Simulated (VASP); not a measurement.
An input for Ansatz (written as the equivalent of a VASP run, and not itself run):

Ansatz 0.2 input:
```yaml
crystal:
  lattice:
    - [0.0000000, 2.0078955, 2.0078955]
    - [2.0078955, 0.0000000, 2.0078955]
    - [8.0016315, 8.0016315, 0.0299504]
  atoms:
    - { symbol: Rh, position: [0.0000000, 0.0000000, 0.0000000] }
    - { symbol: Au, position: [0.0097576, 0.0097576, 0.2426818] }
    - { symbol: Au, position: [1.0000000, 0.0000000, 0.5000000] }
    - { symbol: Au, position: [0.9902424, 0.9902424, 0.7573182] }
kpoints:
  mp_grid: { grid: [12, 12, 3] }
hamiltonian:
  xc: pbesol
  pseudopotentials: { kind: paw }
scf:
  occupations: { method: methfessel_paxton, width: 0.1 }
  max_iter: 100
relax:
  max_steps: 60
  f_tol: 0.02
  cell: {}
output: { forces: true, stress: true, eigenvalues: true }
```

Problem. Translate this input to VASP (INCAR, KPOINTS, POSCAR, choice of POTCAR).

Solution. Several could match; the one computed here: 
File KPOINTS:
```
Automatic mesh
0
Gamma
12 12 3
0 0 0
```

INCAR:
```
SYSTEM=Au3Rh
PREC=Accurate; ENCUT=400; LREAL=.False.
LASPH=.True.
EDIFF=1E-6; NELM=100; ALGO=Normal
LMAXMIX=6
ISMEAR=1; SIGMA=0.1
GGA=PS
IBRION=2; NSW=60; ISIF=3
EDIFFG=-0.02
LWAVE=.False.; LCHARG=.False.
```

POSCAR:
```
Au3Rh
1
   -0.0000000000     2.0078954771     2.0078954771
    2.0078954771    -0.0000000000     2.0078954771
    8.0016314886     8.0016314886     0.0299504197
Rh Au
1 3
Direct
  0.0000000000   0.0000000000   0.0000000000
  0.0097576148   0.0097576148   0.2426817889
  1.0000000000   0.0000000000   0.5000000000
  0.9902423852   0.9902423852   0.7573182111
```

POTCAR, in this order: Rh_pv Au (PBE.64 set). Program: vasp_std.

The two are equivalent in intent, not identical: each code has its own PAW files, so the cut-off isn't converted (ENCUT is set for VASP's; basis.ecutwfc is left out, and Ansatz then takes the one that its files recommend); Ansatz stops its SCF on the density residual and VASP on the energy change (EDIFF).

The structure was generated: Au3Rh was put into an ordered model structure (R-3m), which need not be its known phase. This run relaxes it. Symmetry was kept, so distortions that lower it aren't found. The start is the result of an earlier pass.
